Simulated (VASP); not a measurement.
Here is the system:

```
CELL_PARAMETERS angstrom
      1.35426    -2.34565     0.00000
      1.35426     2.34565     0.00000
      0.00000     0.00000     4.26816
ATOMIC_POSITIONS crystal
  Ru 0.33333 0.66667 0.25000
  Ru 0.66667 0.33333 0.75000
```

These are optB86b-vdW, VASP's PBE PAW potentials (set 64) (plane waves; VASP) values and carry that method's errors. Run with 520 eV cut-off, Gaussian smearing of 0.050 eV, potentials Ru_pv.

Question: Estimate the band gap (along the path) with the smallest direct gap where there is one.

Answer: 
| Quantity | Value |
|---|---|
| band gap (along the path) | none (metal, semimetal or under 0.01 eV) |

Only differences to runs with the same potentials and settings are physical.

The compound is Ru in the hcp structure. It was relaxed first.
